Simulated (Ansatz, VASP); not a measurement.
**CdBr: VASP beside Ansatz**

The input INCAR:

```
SYSTEM = CdBr
  PREC = Accurate
  ENCUT = 520
  EDIFF = 1E-6
  ISMEAR = 0
  SIGMA = 0.1
  LREAL = .FALSE.
  LASPH = .TRUE.
  NELM = 100
  ALGO = Normal
  ISIF = 2
  LWAVE = .FALSE.
  LCHARG = .FALSE.
  GGA = PE
  NBANDS = 27
```

KPOINTS

```
Automatic mesh
0
G
  4 4 4
  0 0 0
```

Contents of POSCAR:

```
CdBr
1.0
    0.0000000000      3.8602092623      3.8602092623
    3.8602092623      0.0000000000      3.8602092623
    3.8602092623      3.8602092623      0.0000000000
Cd Br
2 2
Direct
    0.5000000000      0.5000000000      0.5000000000
    0.7500000000      0.7500000000      0.7500000000
    0.0000000000      0.0000000000      0.0000000000
    0.2500000000      0.2500000000      0.2500000000
```

Input for Ansatz:

```yaml
crystal:
  lattice:
    - [0.0, 3.8602092623, 3.8602092623]
    - [3.8602092623, 0.0, 3.8602092623]
    - [3.8602092623, 3.8602092623, 0.0]
  atoms:
    - { symbol: Cd, position: [0.5, 0.5, 0.5] }
    - { symbol: Cd, position: [0.75, 0.75, 0.75] }
    - { symbol: Br, position: [0.0, 0.0, 0.0] }
    - { symbol: Br, position: [0.25, 0.25, 0.25] }
basis:
  ecutwfc: 420
kpoints:
  mp_grid: { grid: [4, 4, 4] }
hamiltonian:
  xc: pbe
scf:
  occupations: { method: gaussian, width: 0.1 }
  lower_state_search: "off"
output:
  forces: true
  stress: true
  eigenvalues: true
```

Alike in both runs: task single point; functional PBE; k mesh 4 × 4 × 4; occupations gaussian, width 0.1 eV; no spin polarisation.

```csv
,VASP,Ansatz
version,VASP 6.6.1,Ansatz 0.2.0
potentials or method,"VASP PAW PBE potentials, release 64 (Cd, Br)","scalar-relativistic, plane waves, PAW"
plane-wave cutoff (eV),520,420
valence electrons in the cell,38,54
```

|  | VASP | Ansatz | Ansatz less VASP |
| --- | --- | --- | --- |
| gap on the k mesh at the Fermi level (eV) | none | none | - |
| pressure (GPa) | -1.1 | -1.2 | -0.07 |

A gap of «none» marks a metal or a gap that the smearing closes. The two sets of potentials don't hold the same shells in valence.
